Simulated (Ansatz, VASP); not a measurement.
# Cross-check of Zn2SeS (alpha-NaFeO2 type (invented)) between VASP and Ansatz

One calculation is typed for both programs; each brings its own data sets. How far apart do they land? The cell is generated by rule, not measured, and may not be a known phase. The cell is taken from a series of runs on this material, whose earlier steps may have relaxed, scaled, displaced or heated it; both programs get it as it stands.

Method: plane waves, with VASP 6.6.1 beside it; relaxation of cell and atoms at PBEsol, in Ansatz 0.2.0.

## (1) The structure

The structure is trigonal, space group R-3m (No. 166). Conventional cell: a = 3.627 Å, b = 3.627 Å, c = 17.940 Å, α = 90.00°, β = 90.00°, γ = 120.00°. S has 6 Zn at 2.53 Å nearest. Nearest to Se lie 6 Zn at 2.62 Å. Nearest to Zn lie 3 S at 2.53 Å and 3 Se at 2.62 Å. Farther neighbours and most contacts between anions are not listed.

## (2) VASP: relaxation of cell and atoms, PBEsol

The relaxed volume is the usual yardstick between codes: in a stiff, nearly cubic crystal its relative difference is about their pressure difference at one cell divided by the bulk modulus.

Lines of VASP's logs that name or quote its potential files are left out, and so is its time.

File INCAR:

```
SYSTEM = Zn2SeS
PREC = Accurate
ENCUT = 500
EDIFF = 1E-07
NELM = 120
ISMEAR = 0
SIGMA = 0.1
LREAL = .FALSE.
ALGO = Normal
GGA = PS
NBANDS = 24
LORBIT = 11
LWAVE = .FALSE.
LCHARG = .FALSE.
ISIF = 3
IBRION = 2
NSW = 80
EDIFFG = -0.005
LASPH = .TRUE.
GGA_COMPAT = .FALSE.
NELMIN = 4
KPAR = 2
```

File POSCAR:

```
Zn2SeS
1.0
    1.8134730000      1.0470090000      5.9800150000
   -1.8134730000      1.0470090000      5.9800150000
    0.0000000000     -2.0940190000      5.9800150000
S Se Zn
1 1 2
Direct
    0.0000000000      0.0000000000      0.0000000000
    0.5000001075      0.5000001075      0.4999998687
    0.2542002947      0.2542002947      0.2542001733
    0.7457999202      0.7457999202      0.7457995641
```

File KPOINTS:

```
Automatic mesh
0
Gamma
15 15 15
0 0 0
```

PAW data sets: S, Se and Zn (PBE family, release 64).

Launch:

```console
$ mpirun -np 2 vasp_std
```

Numbers of over 12 decimals in the logs are rounded to 6 here.

What it wrote:

```text
[banner, memory and clock lines left out]
running    2 mpi-ranks, on    1 nodes
 distrk:  each k-point on    1 cores,    2 groups
 distr:  one band on    1 cores,    1 groups

 POSCAR found type information on POSCAR S SeZn
 POSCAR found :  3 types and       4 ions
|                                                                             |
|               ----> ADVICE to this user running VASP <----                  |
|                                                                             |
|     You enforced a specific xc type in the INCAR file but a different       |
|     [... a line on the potential file left out ...]
|     I HOPE YOU KNOW WHAT YOU ARE DOING!                                     |
|                                                                             |

 LDA part: xc-table for (Slater+PW92), standard interpolation
 POSCAR, INCAR and KPOINTS ok, starting setup
 FFT: planning ... GRIDC
 FFT: planning ... GRID_SOFT
 FFT: planning ... GRID
 WAVECAR not read
 entering main loop
       N       E                     dE             d eps       ncg     rms          rms(c)
DAV:   1     0.212614393980E+03    0.21261E+03   -0.16907E+04 16536   0.181E+03
DAV:   2     0.323066563820E+01   -0.20938E+03   -0.20283E+03 17504   0.356E+02
DAV:   3    -0.137398207766E+02   -0.16970E+02   -0.16719E+02 20584   0.997E+01
DAV:   4    -0.140340775670E+02   -0.29426E+00   -0.29397E+00 18768   0.135E+01
DAV:   5    -0.140378924097E+02   -0.38148E-02   -0.38142E-02 20840   0.148E+00    0.870E+00
DAV:   6    -0.132763928997E+02    0.76150E+00   -0.19453E+00 22928   0.386E+01    0.677E+00
DAV:   7    -0.132716189751E+02    0.47739E-02   -0.96890E-01 19624   0.642E+00    0.282E+00
DAV:   8    -0.132643120632E+02    0.73069E-02   -0.30060E-02 22504   0.241E+00    0.745E-01
DAV:   9    -0.132633104361E+02    0.10016E-02   -0.79351E-03 20736   0.184E+00    0.176E-01
DAV:  10    -0.132633293645E+02   -0.18928E-04   -0.60371E-04 20088   0.305E-01    0.995E-02
DAV:  11    -0.132633432816E+02   -0.13917E-04   -0.11097E-04 25920   0.137E-01    0.182E-02
DAV:  12    -0.132633440297E+02   -0.74809E-06   -0.20969E-05 21704   0.657E-02    0.636E-03
DAV:  13    -0.132633442153E+02   -0.18565E-06   -0.17686E-06 21024   0.143E-02    0.201E-03
DAV:  14    -0.132633442291E+02   -0.13747E-07   -0.15889E-07 13208   0.759E-03
   1 F= -.13263344E+02 E0= -.13261209E+02  d E =-.132633E+02
 curvature:   0.00 expect dE= 0.000E+00 dE for cont linesearch  0.000E+00
 trial: gam= 0.00000 g(F)=  0.655E-06 g(S)=  0.529E-03 ort = 0.000E+00 (trialstep = 0.100E+01)
 search vector abs. value=  0.529E-03
 bond charge predicted
       N       E                     dE             d eps       ncg     rms          rms(c)
DAV:   1    -0.132702975227E+02   -0.69533E-02   -0.96312E-02 20504   0.540E+00    0.614E-01
DAV:   2    -0.132644561552E+02    0.58414E-02   -0.21409E-02 19344   0.330E+00    0.232E-01
DAV:   3    -0.132637131649E+02    0.74299E-03   -0.80925E-04 17768   0.192E-01    0.115E-01
DAV:   4    -0.132635282381E+02    0.18493E-03   -0.97390E-05 22792   0.850E-02    0.545E-02
DAV:   5    -0.132634961444E+02    0.32094E-04   -0.24270E-05 28040   0.865E-02    0.642E-03
DAV:   6    -0.132634970632E+02   -0.91879E-06   -0.13137E-05 18384   0.354E-02    0.420E-03
DAV:   7    -0.132634973526E+02   -0.28940E-06   -0.47342E-07 20128   0.674E-03    0.241E-03
DAV:   8    -0.132634974658E+02   -0.11322E-06   -0.53738E-08  9848   0.290E-03    0.514E-04
DAV:   9    -0.132634974641E+02    0.16839E-08   -0.56182E-09  9144   0.622E-04
   2 F= -.13263497E+02 E0= -.13261353E+02  d E =-.153235E-03
 trial-energy change:   -0.000153  1 .order   -0.000154   -0.000529    0.000220
 step:   0.7040(harm=  0.7060)  dis= 0.00009  next Energy=   -13.263530 (dE=-0.186E-03)
 bond charge predicted
       N       E                     dE             d eps       ncg     rms          rms(c)
DAV:   1    -0.132641244115E+02   -0.62695E-03   -0.84200E-03 20456   0.159E+00    0.182E-01
DAV:   2    -0.132636103412E+02    0.51407E-03   -0.19162E-03 19312   0.101E+00    0.687E-02
DAV:   3    -0.132635465028E+02    0.63838E-04   -0.71569E-05 17616   0.569E-02    0.338E-02
DAV:   4    -0.132635312670E+02    0.15236E-04   -0.90872E-06 22704   0.256E-02    0.166E-02
DAV:   5    -0.132635289275E+02    0.23395E-05   -0.21371E-06 27840   0.273E-02    0.202E-03
DAV:   6    -0.132635289805E+02   -0.53011E-07   -0.11829E-06 17616   0.110E-02    0.118E-03
DAV:   7    -0.132635288804E+02    0.10011E-06   -0.49002E-08  9112   0.174E-03    0.651E-04
DAV:   8    -0.132635288631E+02    0.17329E-07   -0.15494E-08  8936   0.176E-03
   3 F= -.13263529E+02 E0= -.13261387E+02  d E =-.184634E-03
 curvature:  -0.35 expect dE=-0.117E-06 dE for cont linesearch -0.731E-11
 trial: gam= 0.00043 g(F)=  0.180E-06 g(S)=  0.151E-06 ort = 0.105E-06 (trialstep = 0.941E+00)
 search vector abs. value=  0.331E-06
 reached required accuracy - stopping structural energy minimisation
```

OUTCAR, selected parts (step 2):

```text
ion  position               nearest neighbor table
   1  0.000  0.000  0.000-   3 2.53   3 2.53   4 2.53   3 2.53   4 2.53   4 2.53
   2  0.500  0.500  0.500-   3 2.62   3 2.62   4 2.62   4 2.62   3 2.62   4 2.62
   3  0.254  0.254  0.254-   1 2.53   1 2.53   1 2.53   2 2.62   2 2.62   2 2.62
   4  0.746  0.746  0.746-   1 2.53   1 2.53   1 2.53   2 2.62   2 2.62   2 2.62

  LATTYP: Found a trigonal (rhomboedric) cell.
 ALAT       =     6.3360469986
 COS(alpha) =     0.8361616691

 Subroutine GETGRP returns: Found 12 space group operations
 (whereof 12 operations were pure point group operations)

The static configuration has the point symmetry D_3d.

 Found    344 irreducible k-points:

   k-points           NKPTS =    344   k-points in BZ     NKDIM =    344   number of bands    NBANDS=     24

   dimension x,y,z NGX =    48 NGY =   48 NGZ =   48
   dimension x,y,z NGXF=    96 NGYF=   96 NGZF=   96

   ENCUT  =  500.0 eV  36.75 Ry    6.06 a.u.  11.55 11.55 11.55*2*pi/ulx,y,z

   NELECT =      36.0000    total number of electrons

 k-points in reciprocal lattice and weights: Automatic mesh
   0.00000000  0.00000000  0.00000000       0.000
   0.06666667 -0.00000000  0.00000000       0.002
   0.13333333  0.00000000  0.00000000       0.002
   0.20000000  0.00000000  0.00000000       0.002
   0.26666667  0.00000000  0.00000000       0.002
   0.33333333  0.00000000  0.00000000       0.002
   0.40000000  0.00000000  0.00000000       0.002
   0.46666667  0.00000000 -0.00000000       0.002
   0.06666667  0.06666667  0.00000000       0.002
[...]
0.46666667  0.46666667  0.46666667       0.001
  -0.46666667  0.46666667  0.46666667       0.002

 average (electrostatic) potential at core
       1 -87.3235       2 -53.6779       3 -34.8773       4 -34.8773

 E-fermi :   3.9340

 k-point     1 :       0.0000    0.0000    0.0000
  band No.  band energies     occupation
    ...
     12      -2.5421      2.00000
     13      -1.8578      2.00000
     14       3.0142      2.00000
     15       3.0142      2.00000
     16       3.1713      2.00000
     17       4.0428      0.12401
     18       4.0428      0.12400
     19       5.2169      0.00000
     20       7.3890      0.00000
     21       9.0418      0.00000
    ...

 k-point     2 :       0.0667   -0.0000    0.0000
  band No.  band energies     occupation
    ...
     14       2.5974      2.00000
     15       2.9599      2.00000
     16       3.1672      2.00000
     17       3.5402      2.00000
     18       3.9506      0.81406
     19       5.7135      0.00000
     20       7.7369      0.00000
     21       8.6376      0.00000
     22       9.2191      0.00000
     23      11.6225      0.00000
    ...

 k-point     3 :       0.1333    0.0000    0.0000
  band No.  band energies     occupation
    ...
     14       1.7831      2.00000
     15       2.5461      2.00000
     16       2.8101      2.00000
     17       3.1482      2.00000
     18       3.7163      1.99792
     19       6.6027      0.00000
     20       7.5982      0.00000
     21       8.9319      0.00000
     22       9.6958      0.00000
     23      11.5505      0.00000
    ...

  Total       -0.0015543     -0.0015543      0.0027740      0.0000000     -0.0000000     -0.0000000
  in kB       -0.0364419     -0.0364419      0.0650372      0.0000000     -0.0000000     -0.0000000
  external PRESSURE =      -0.0026155 kB  Pullay stress =       0.0000000 kB

  energy-cutoff  :      500.00
  volume of cell :       68.34
      direct lattice vectors                 reciprocal lattice vectors
     1.815296675  1.048061899  5.986392275     0.275437071  0.159023636  0.055681848
    -1.815296675  1.048061899  5.986392275    -0.275437071  0.159023636  0.055681848
     0.000000000 -2.096124800  5.986392275     0.000000000 -0.318047271  0.055681822

 POSITION                                       TOTAL-FORCE (eV/Angst)
 -----------------------------------------------------------------------------------
      0.00000     -0.00000      0.00000         0.000000      0.000000      0.000000
      0.00000     -0.00000      8.97959        -0.000000      0.000000      0.000000
      0.00000     -0.00000      4.56532         0.000000     -0.000000      0.001365
      0.00000     -0.00000     13.39386        -0.000000      0.000000     -0.001365
 -----------------------------------------------------------------------------------
    total drift:                               -0.000000     -0.000308     -0.000281

  FREE ENERGIE OF THE ION-ELECTRON SYSTEM (eV)
  ---------------------------------------------------
  free  energy   TOTEN  =       -13.2635288631 eV

  energy  without entropy=      -13.2592452785  energy(sigma->0) =      -13.26138707

 reached required accuracy - stopping structural energy minimisation

 total charge
# of ion       s       p       d       tot
------------------------------------------
    1        1.330   2.365   0.000   3.695
    2        1.461   2.376   0.035   3.872
    3        0.494   0.373   9.802  10.669
    4        0.494   0.373   9.802  10.669
--------------------------------------------------
tot          3.779   5.488  19.639  28.906

[... 3 further parts left out ...]
```

CONTCAR:

```
Zn2SeS
   1.00000000000000
     1.8152966747864154    1.0480618990675321    5.9863922750120047
    -1.8152966747864154    1.0480618990675321    5.9863922750120047
     0.0000000000000000   -2.0961248002071211    5.9863922751987202
  S               Se              Zn
     1     1     2
Direct
     0.0000000000000000    0.0000000000000000    0.0000000000000000
     0.5000001075000000    0.5000001075000000    0.4999998687000016
     0.2542052318323801    0.2542052318323801    0.2542051104323821
     0.7457949830676182    0.7457949830676182    0.7457946269676139
```

[end of part 1 of 2]

[Lines on the potential files, build, host, timing and source positions are cut from VASP's logs without a mark.]

[Logs are printed without paths, hosts, clocks, repeated set-up lines and the standing remarks that a program may print on its own settings, such as how far it seeks lower states.]

[Hosts, paths, dates, database ids (printed as entryN), source tags and the programs' standing remarks are cut or masked in the printed files.]
